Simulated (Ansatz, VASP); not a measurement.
## SbP in two plane-wave programs

One calculation is typed for both programs; each brings its own data sets. How far apart do they land? The cell is generated by rule, not measured, and may not be a known phase. The cell is taken from a series of runs on this material, whose earlier steps may have relaxed, scaled, displaced or heated it; both programs get it as it stands.

Main program and level: Ansatz 0.2.0; plane waves, with VASP 6.6.1 beside it; single point at PBEsol.

The structure was built from a prototype and need not be the compound's stable phase.

## (1) The structure

The structure is trigonal, space group R3m (No. 160). Conventional cell: a = 3.929 Å, b = 3.929 Å, c = 9.625 Å, α = 90.00°, β = 90.00°, γ = 120.00°. Nearest to Sb lie 6 P at 2.72 to 2.84 Å. P has 6 Sb at 2.72 to 2.84 Å nearest. Farther neighbours are not listed.

## (2) Ansatz: single point, PBEsol, pair 1

Ansatz runs on norm-conserving files, of PseudoDojo where its log says so.

With cell and atoms fixed, the geometry can't cause a difference; cores, projectors, grids and the points listed under the comparison can.

input.yaml reads:

```yaml
crystal:
  lattice:
    - [0.0, 2.7784949752, 2.7784949752]
    - [2.7784949752, 0.0, 2.7784949752]
    - [2.7784949752, 2.7784949752, 0.0]
  atoms:
    - { symbol: Sb, position: [0.0063430819, -0.0021143606, -0.0021143606] }
    - { symbol: P, position: [0.4750649064, 0.5083116979, 0.5083116979] }
kpoints:
  mp_grid: { grid: [12, 12, 12] }
hamiltonian:
  xc: pbesol
  pseudopotentials: { kind: nc }
scf:
  occupations: { method: methfessel_paxton, width: 0.15 }
output:
  forces: true
  stress: true
  eigenvalues: true
```

Command:

```
> ansatz run input.yaml --threads 4 --pin off --max-ram 7168MiB --backend cpu --events-out ev --progress --plain --runs-dir out
```

Numbers of over 12 decimals in the logs are rounded to 6 here.

The program printed:

```text
Engine: ansatz 0.2.0, aarch64-unknown-linux-gnu
Pseudopotentials: kind: nc
Pseudopotential: Sb, nc, valence charge 15, recommended cutoff 1088.45545 eV (normal), Sb.nc.azcp (PseudoDojo's, or run here from an input of PseudoDojo's: the run reads no file of this project's for it)
Pseudopotential: P, nc, valence charge 5, recommended cutoff 598.650497 eV (normal), P.nc.azcp (PseudoDojo's, or run here from an input of PseudoDojo's: the run reads no file of this project's for it)
Functional definition: PBEsol
  exchange = pbesol_x
  correlation = pbesol_c
Crystal: 2 atoms, lattice volume = 42.900 Å³
Basis set: ecut = 1088.45545 eV, 3479 PW (Γ), exchange–correlation on 90×90×90 points (8 copies of the dense FFT grid, shifted against one another)
Bands: 14, of which v1, the nominal top of the filled ones, is band 10 counted from 1 (9 counted from 0)
Symmetry: 6 space group operations
Space group: R3m (ITA 160), of the structure as read, at distance tolerance 3.5e-5 Å
k-points: 189 of 1728 (time reversal used)
Non-local potential: Sb, projectors of the file, l = 0: 2, l = 1: 2, l = 2: 2, l = 3: 2
Non-local potential: P, projectors of the file, l = 0: 2, l = 1: 2, l = 2: 2
Initial density: superposition of atomic densities (chi_scale 0.1, normalization cell, long waves kept (reshape's long-wave potential 0.00 eV rms))
Initial wavefunctions: pseudopotential atomic-orbital guess
Functional: x = pbesol(κ = 0.804, μ = 0.123457), c = pbesol(β = 0.046)
SCF iter   1: F=—  HF=-2658.074471 eV  |F-HF|=—  |Δ(HF+E_count)|=         —  Δρ=2.58e-2  dr2=4.53e-1  ethr=3.10e-3  ⟨swp⟩=6.3  Hψ=16236  notcnv=0
preconditioner: auto → Kerker (q_TF=auto, 2.402 Å⁻¹)  [metal: Δε(μ)=0.014 eV  Ē_g=9.727 eV  σ=0.150 eV  W_gap=0.08  n_scr=14 (ndim 8)  ℏωp=17.9 eV  f_vac=0.000  D(μ)=0.59/eV (n_scr^D=0)]
SCF iter   2: F=—  HF=-2657.986253 eV  |F-HF|=—  |Δ(HF+E_count)|=   8.82e-2  S|Δr|=    0.00e0  Δρ=1.46e-2  dr2=1.22e-1  ethr=2.26e-3  ⟨swp⟩=1.1  Hψ=4179  notcnv=0
SCF iter   3: F=—  HF=-2657.959372 eV  |F-HF|=—  |Δ(HF+E_count)|=   2.69e-2  S|Δr|=    0.00e0  Δρ=2.74e-3  dr2=2.56e-3  ethr=6.10e-4  ⟨swp⟩=2.1  Hψ=3637  notcnv=0
SCF iter   4: F=—  HF=-2657.960040 eV  |F-HF|=—  |Δ(HF+E_count)|=   6.68e-4  S|Δr|=    0.00e0  Δρ=5.19e-4  dr2=1.36e-4  ethr=1.28e-5  ⟨swp⟩=2.3  Hψ=3983  notcnv=0
SCF iter   5: F=—  HF=-2657.960063 eV  |F-HF|=—  |Δ(HF+E_count)|=   2.28e-5  S|Δr|=    0.00e0  Δρ=2.33e-4  dr2=1.71e-5  ethr=6.82e-7  ⟨swp⟩=2.2  Hψ=4451  notcnv=0
SCF iter   6: F=—  HF=-2657.960103 eV  |F-HF|=—  |Δ(HF+E_count)|=   4.00e-5  S|Δr|=    0.00e0  Δρ=5.89e-5  dr2=9.43e-7  ethr=8.57e-8  ⟨swp⟩=2.8  Hψ=4555  notcnv=0
SCF iter   7: F=-2657.960103 eV  HF=-2657.960103 eV  |F-HF|=3.09e-8  |Δ(HF+E_count)|=   1.17e-7  S|Δr|=    0.00e0  Δρ=1.51e-5  dr2=5.21e-8  ethr=5.00e-10  ⟨swp⟩=7.3  Hψ=14292  notcnv=0
SCF 1 converged in 7 iterations: F = -2657.960103 eV  dr2 = 5.21e-8
SCF converged after 7 iterations
Stability not checked: this state was not tested for a lower state beside it, because cold or Methfessel-Paxton smearing, or corrected tetrahedra, fill the levels in a way that the test cannot read (fill_not_monotonic; see scf.lower_state_search)
Free energy (F): -2657.960103 eV
Harris-Foulkes:  -2657.960103 eV  (|F-HF|=3.09e-8)
Internal energy: -2657.959429 eV  (E = F + TS)
E sigma→0 (E₀):  -2657.959935 eV
Entropy (-TS):   -0.000674 eV (-0.337 meV/atom)
Fermi energy:    11.130072 eV
Step filling:    the computed levels leave a gap of 0.0037 eV = 0.0 smearing widths at the electron count; against every level under it full and every level over it empty, smearing changes F+E_penalty+E_count by -0.520 meV and its σ→0 estimate by -0.351 meV
--- Per-component energies (eV) ---
  E_band       = -130.421559
  E_kinetic    = 1519.798764
  E_local      = -1142.976783  (includes V_loc(G=0)·N_el)
  E_nonlocal   = -1273.391187
  E_hartree    = 602.225209
  E_xc         = -667.285426
  E_vxc        = -438.295794  (∫ρ·V_xc dr)
  E_ewald      = -1696.330006
  E_smearing   = -0.000674  (= −TS)
  E_closure    = -0.000000  (closes the sum)
  Σ components = -2657.960103   (vs F -2657.960103, Δ=0.00e0)
--- Forces (eV/Å), atoms counted from 1 ---
  atom   1  Sb    -0.12489354     0.12489354     0.12489354
  atom   2  P      0.12489382    -0.12489382    -0.12489382
  max |Σ_I F_I| component: 2.75e-7 eV/Å
--- Stress (GPa, compression-positive) ---
        0.451350      -0.059945      -0.059945
       -0.059945       0.451350       0.059945
       -0.059945       0.059945       0.451350
  P = ⅓ Tr σ = 0.4513 GPa (4.513 kbar)
--- Band table (eV; the first three rows and the last of 189) ---
  k-point 0: bands = [... 6 lower, 7.3911, 9.0267, 9.0267, 9.0746, 14.9755, 15.1580, 15.1580, 16.1010]
  k-point 1: bands = [... 6 lower, 6.6614, 9.0324, 9.0752, 9.5613, 14.5167, 14.6425, 14.8098, 16.0869]
  k-point 2: bands = [... 6 lower, 5.3758, 9.0608, 9.1055, 10.2453, 13.6141, 13.6484, 14.0466, 16.2898]
  k-point 188: bands = [... 6 lower, 0.6973, 9.6743, 9.6743, 10.7889, 10.7889, 11.0554, 12.1701, 20.2058]
```

The column dr2 measures how far the density is from self-consistency, as an energy; F and HF (Harris–Foulkes) agree once it is small.

The run ends at a pressure of 0.45 GPa, with forces up to 0.22 eV/Å.

## (3) VASP: single point, PBEsol, pair 1

The same cell, functional, mesh and smearing now go to VASP, with its own data sets.

Lines of VASP's logs that name or quote its potential files are left out, and so is its time.

INCAR reads:

```
SYSTEM = SbP
PREC = Accurate
ENCUT = 500
EDIFF = 1E-06
NELM = 120
ISMEAR = 1
SIGMA = 0.15
LREAL = .FALSE.
ALGO = Normal
GGA = PS
NBANDS = 11
LORBIT = 11
LWAVE = .FALSE.
LCHARG = .FALSE.
ISIF = 2
LASPH = .TRUE.
GGA_COMPAT = .FALSE.
KPAR = 2
```

POSCAR reads:

```
SbP
1.0
    0.0000000000      2.7784949752      2.7784949752
    2.7784949752      0.0000000000      2.7784949752
    2.7784949752      2.7784949752      0.0000000000
Sb P
1 1
Direct
    0.0063430819      0.9978856394      0.9978856394
    0.4750649064      0.5083116979      0.5083116979
```

KPOINTS reads:

```
Automatic mesh
0
Gamma
12 12 12
0 0 0
```

Potentials, in the order of the species: Sb and P (PBE family, release 64).

Command:

```
> mpirun -np 2 vasp_std
```

The program printed:

```text
[banner, memory and clock lines left out]
running    2 mpi-ranks, on    1 nodes
 distrk:  each k-point on    1 cores,    2 groups
 distr:  one band on    1 cores,    1 groups

 POSCAR found type information on POSCAR SbP
 POSCAR found :  2 types and       2 ions
|                                                                             |
|               ----> ADVICE to this user running VASP <----                  |
|                                                                             |
|     You enforced a specific xc type in the INCAR file but a different       |
|     [... a line on the potential file left out ...]
|     I HOPE YOU KNOW WHAT YOU ARE DOING!                                     |
|                                                                             |

 LDA part: xc-table for (Slater+PW92), standard interpolation
 POSCAR, INCAR and KPOINTS ok, starting setup
 FFT: planning ... GRIDC
 FFT: planning ... GRID_SOFT
 FFT: planning ... GRID
 WAVECAR not read
 entering main loop
       N       E                     dE             d eps       ncg     rms          rms(c)
DAV:   1     0.251252262866E+02    0.25125E+02   -0.37830E+03  4174   0.697E+02
DAV:   2    -0.885477713650E+01   -0.33980E+02   -0.32896E+02  5720   0.116E+02
DAV:   3    -0.103128931250E+02   -0.14581E+01   -0.14482E+01  5042   0.244E+01
DAV:   4    -0.103250670252E+02   -0.12174E-01   -0.12171E-01  4929   0.266E+00
DAV:   5    -0.103251805143E+02   -0.11349E-03   -0.11349E-03  5072   0.262E-01    0.425E+00
DAV:   6    -0.101844430716E+02    0.14074E+00   -0.52024E-01  4644   0.270E+00    0.259E+00
DAV:   7    -0.101803717054E+02    0.40714E-02   -0.57812E-02  5012   0.119E+00    0.109E+00
DAV:   8    -0.101787116807E+02    0.16600E-02   -0.56763E-03  4641   0.370E-01    0.159E-01
DAV:   9    -0.101785783575E+02    0.13332E-03   -0.95091E-04  4684   0.154E-01    0.567E-02
DAV:  10    -0.101785860540E+02   -0.76965E-05   -0.50045E-05  5001   0.483E-02    0.218E-02
DAV:  11    -0.101785869528E+02   -0.89880E-06   -0.10891E-05  4803   0.168E-02    0.518E-03
DAV:  12    -0.101785868001E+02    0.15271E-06   -0.66527E-07  2649   0.519E-03
   1 F= -.10178587E+02 E0= -.10178370E+02  d E =-.651462E-03
```

Parts of OUTCAR (step 3):

```text
ion  position               nearest neighbor table
   1  0.006  0.998  0.998-   2 2.72   2 2.72   2 2.72   2 2.84   2 2.84   2 2.84
   2  0.475  0.508  0.508-   1 2.72   1 2.72   1 2.72   1 2.84   1 2.84   1 2.84

  LATTYP: Found a face centered cubic cell.
 ALAT       =     5.5569899504

 Subroutine GETGRP returns: Found  6 space group operations
 (whereof  6 operations were pure point group operations)

The static configuration has the point symmetry C_3v.

 Found    189 irreducible k-points:

   k-points           NKPTS =    189   k-points in BZ     NKDIM =    189   number of bands    NBANDS=     11

   dimension x,y,z NGX =    30 NGY =   30 NGZ =   30
   dimension x,y,z NGXF=    60 NGYF=   60 NGZF=   60

   ENCUT  =  500.0 eV  36.75 Ry    6.06 a.u.   7.16  7.16  7.16*2*pi/ulx,y,z

   NELECT =      10.0000    total number of electrons

 k-points in reciprocal lattice and weights: Automatic mesh
   0.00000000  0.00000000  0.00000000       0.001
   0.08333333  0.00000000  0.00000000       0.001
   0.00000000  0.08333333  0.00000000       0.003
   0.16666667  0.00000000  0.00000000       0.001
   0.00000000  0.16666667  0.00000000       0.003
   0.25000000  0.00000000  0.00000000       0.001
   0.00000000  0.25000000  0.00000000       0.003
   0.33333333  0.00000000  0.00000000       0.001
   0.00000000  0.33333333  0.00000000       0.003
[...]
-0.33333333  0.50000000  0.16666667       0.007
  -0.25000000  0.50000000  0.25000000       0.003

 average (electrostatic) potential at core
       1 -84.5802       2 -80.4723

 E-fermi :   8.4027

 k-point     1 :       0.0000    0.0000    0.0000
  band No.  band energies     occupation
      1      -5.8491      2.00000
      2       4.6846      2.00000
      3       6.2911      2.00000
      4       6.2911      2.00000
      5       6.3395      2.00000
      6      12.2430      0.00000
      7      12.4321      0.00000
      8      12.4321      0.00000
      9      13.3406      0.00000
     10      13.3406      0.00000
    ...

 k-point     2 :       0.0833    0.0000    0.0000
  band No.  band energies     occupation
      1      -5.7555      2.00000
      2       3.9586      2.00000
      3       6.2984      2.00000
      4       6.2984      2.00000
      5       6.8642      2.00000
      6      11.8988      0.00000
      7      11.8988      0.00000
      8      11.9170      0.00000
      9      13.4989      0.00000
     10      13.4989      0.00000
    ...

 k-point     3 :       0.0000    0.0833    0.0000
  band No.  band energies     occupation
      1      -5.7550      2.00000
      2       3.9460      2.00000
      3       6.2966      2.00000
      4       6.3398      2.00000
      5       6.8341      2.00000
      6      11.7867      0.00000
      7      11.9162      0.00000
      8      12.0852      0.00000
      9      13.3277      0.00000
     10      13.4786      0.00000
    ...

  Total        0.1657766      0.1657766      0.1657766     -0.0151637      0.0151637     -0.0151637
  in kB        6.1912029      6.1912029      6.1912029     -0.5663122      0.5663122     -0.5663122
  external PRESSURE =       6.1912029 kB  Pullay stress =       0.0000000 kB

  energy-cutoff  :      500.00
  volume of cell :       42.90
      direct lattice vectors                 reciprocal lattice vectors
     0.000000000  2.778494975  2.778494975    -0.179953538  0.179953538  0.179953538
     2.778494975  0.000000000  2.778494975     0.179953538 -0.179953538  0.179953538
     2.778494975  2.778494975  0.000000000     0.179953538  0.179953538 -0.179953538

 POSITION                                       TOTAL-FORCE (eV/Angst)
 -----------------------------------------------------------------------------------
      5.54524      2.79024      2.79024        -0.119509      0.119509      0.119509
      2.82468      2.73231      2.73231         0.119509     -0.119509     -0.119509
 -----------------------------------------------------------------------------------
    total drift:                                0.000098     -0.000098     -0.000098

  FREE ENERGIE OF THE ION-ELECTRON SYSTEM (eV)
  ---------------------------------------------------
  free  energy   TOTEN  =       -10.1785868001 eV

  energy  without entropy=      -10.1779353381  energy(sigma->0) =      -10.17836965

 total charge
# of ion       s       p       d       tot
------------------------------------------
    1        1.235   1.057   0.066   2.358
    2        1.087   1.340   0.000   2.426
--------------------------------------------------
tot          2.321   2.397   0.066   4.784

[... 3 further parts left out ...]
```

The run ends at a pressure of 0.62 GPa, with forces up to 0.21 eV/Å.

## (4) Comparison

Known differences besides the potentials themselves: the data sets hold 20 valence electrons in Ansatz (on norm-conserving files, of PseudoDojo where its log says so) and 10 in VASP; the cutoff is 1088.46 eV in Ansatz and 500 eV in VASP. Total energies have different zeros and are not compared.

Compared:

```csv
quantity,Ansatz,VASP,difference
pressure (GPa),0.45,0.62,-0.17
```

Forces (eV/Å; atoms numbered as in POSCAR):

```csv
atom,"Ansatz x, y, z","VASP x, y, z"
Sb1,"-0.125, 0.125, 0.125","-0.120, 0.120, 0.120"
P2,"0.125, -0.125, -0.125","0.120, -0.120, -0.120"
```

The forces differ by 5.4 meV/Å r.m.s., which is 4.5 % of the r.m.s. force of 0.120 eV/Å (both taken over all components).

## (5) Ansatz: single point, PBEsol, pair 2

A single point gives forces, pressure and levels at one fixed geometry, so differences don't come from the geometry; what else differs is listed under the comparison.

The cell is taken from a series of runs on this material, whose earlier steps may have relaxed, scaled, displaced or heated it; both programs get it as it stands.

input.yaml, the sections that differ from step 2:

```yaml
crystal:
  lattice:
    - [0.0, 2.7784949752, 2.7784949752]
    - [2.7784949752, 0.0, 2.7784949752]
    - [2.7784949752, 2.7784949752, 0.0]
  atoms:
    - { symbol: Sb, position: [0.0111003934, -0.0037001311, -0.0037001311] }
    - { symbol: P, position: [0.4563635862, 0.5145454713, 0.5145454713] }
# kpoints, hamiltonian, scf, output: as in step 2
```

Command:

```
> ansatz run input.yaml --threads 4 --pin off --max-ram 7168MiB --backend cpu --events-out ev --progress --plain --runs-dir out
```

The program printed:

```text
[...]
Crystal: 2 atoms, lattice volume = 42.900 Å³
Basis set: ecut = 1088.45545 eV, 3479 PW (Γ), exchange–correlation on 90×90×90 points (8 copies of the dense FFT grid, shifted against one another)
Bands: 14, of which v1, the nominal top of the filled ones, is band 10 counted from 1 (9 counted from 0)
Symmetry: 6 space group operations
[...]
--- Band table (eV; the first three rows and the last of 189) ---
  k-point 0: bands = [... 6 lower, 7.4126, 8.9864, 8.9864, 9.1331, 14.6435, 15.0320, 15.0320, 16.2293]
  k-point 1: bands = [... 6 lower, 6.6702, 8.9877, 9.1156, 9.5438, 14.3111, 14.6114, 14.7717, 16.1129]
  k-point 2: bands = [... 6 lower, 5.3761, 9.0027, 9.1379, 10.2209, 13.5767, 13.6914, 14.0482, 16.2409]
  k-point 188: bands = [... 6 lower, 0.9353, 9.5557, 9.5557, 10.8797, 10.8797, 10.9266, 12.2929, 20.0228]
[key lines of the parts left out:]
SCF converged after 7 iterations
Free energy (F): -2657.977607 eV
Fermi energy:    11.179806 eV
P = ⅓ Tr σ = 1.2689 GPa (12.689 kbar)
```

The run ends at a pressure of 1.27 GPa, with forces up to 0.21 eV/Å.

## (6) VASP: single point, PBEsol, pair 2

The same cell, functional, mesh and smearing now go to VASP, with its own data sets.

INCAR is that of step 3.

POSCAR reads:

```
SbP
1.0
    0.0000000000      2.7784949752      2.7784949752
    2.7784949752      0.0000000000      2.7784949752
    2.7784949752      2.7784949752      0.0000000000
Sb P
1 1
Direct
    0.0111003934      0.9962998689      0.9962998689
    0.4563635862      0.5145454713      0.5145454713
```

KPOINTS is that of step 3.

Command:

```
> mpirun -np 2 vasp_std
```

The program printed:

```text
[banner, memory and clock lines left out]
running    2 mpi-ranks, on    1 nodes
[...]
[... a notice as in an earlier step ...]

 LDA part: xc-table for (Slater+PW92), standard interpolation
 POSCAR, INCAR and KPOINTS ok, starting setup
[...]
entering main loop
       N       E                     dE             d eps       ncg     rms          rms(c)
DAV:   1     0.252471848668E+02    0.25247E+02   -0.37843E+03  4174   0.697E+02
DAV:   2    -0.885221870867E+01   -0.34099E+02   -0.33016E+02  5697   0.116E+02
DAV:   3    -0.103280299964E+02   -0.14758E+01   -0.14670E+01  5100   0.247E+01
DAV:   4    -0.103402112868E+02   -0.12181E-01   -0.12175E-01  4965   0.266E+00
[...]
DAV:  10    -0.101950582634E+02   -0.78927E-05   -0.47231E-05  5015   0.458E-02    0.222E-02
DAV:  11    -0.101950591610E+02   -0.89756E-06   -0.11714E-05  4794   0.169E-02    0.482E-03
DAV:  12    -0.101950590320E+02    0.12903E-06   -0.76550E-07  2628   0.559E-03
   1 F= -.10195059E+02 E0= -.10195219E+02  d E =0.478463E-03
```

Parts of OUTCAR (step 6):

```text
  Total        0.3917238      0.3917238      0.3917238     -0.1059911      0.1059911     -0.1059911
  in kB       14.6295738     14.6295738     14.6295738     -3.9584122      3.9584122     -3.9584122
  external PRESSURE =      14.6295738 kB  Pullay stress =       0.0000000 kB

 POSITION                                       TOTAL-FORCE (eV/Angst)
 -----------------------------------------------------------------------------------
      5.53643      2.79906      2.79906        -0.110071      0.110071      0.110071
      2.85932      2.69767      2.69767         0.110071     -0.110071     -0.110071
 -----------------------------------------------------------------------------------
    total drift:                                0.000174     -0.000175     -0.000175

  FREE ENERGIE OF THE ION-ELECTRON SYSTEM (eV)
  ---------------------------------------------------
  free  energy   TOTEN  =       -10.1950590320 eV

  energy  without entropy=      -10.1955374948  energy(sigma->0) =      -10.19521852

[... 2 parts as in an earlier step ...]

[... 1 further part left out ...]
[key lines of the parts left out:]
E-fermi :   8.4540
```

The run ends at a pressure of 1.46 GPa, with forces up to 0.19 eV/Å.

## (7) Differences

What differs besides the data sets and the points named for the pairs above, as far as they apply: the data sets hold 20 valence electrons in Ansatz (on norm-conserving files, of PseudoDojo where its log says so) and 10 in VASP. Total energies have different zeros and are not compared.

Compared:

```csv
quantity,Ansatz,VASP,difference
pressure (GPa),1.27,1.46,-0.19
```

Forces (eV/Å; atoms numbered as in POSCAR):

```csv
atom,"Ansatz x, y, z","VASP x, y, z"
Sb1,"-0.121, 0.121, 0.121","-0.110, 0.110, 0.110"
P2,"0.121, -0.121, -0.121","0.110, -0.110, -0.110"
```

The forces differ by 11 meV/Å r.m.s., which is 9.9 % of the r.m.s. force of 0.110 eV/Å (both taken over all components).

(Continued in part 2 of 2.)

[Lines on the potential files, build, host, timing and source positions are cut from VASP's logs without a mark.]

[Logs are printed without paths, hosts, clocks, repeated set-up lines and the standing remarks that a program may print on its own settings, such as how far it seeks lower states.]

[Hosts, paths, dates, database ids (printed as entryN), source tags and the programs' standing remarks are cut or masked in the printed files.]
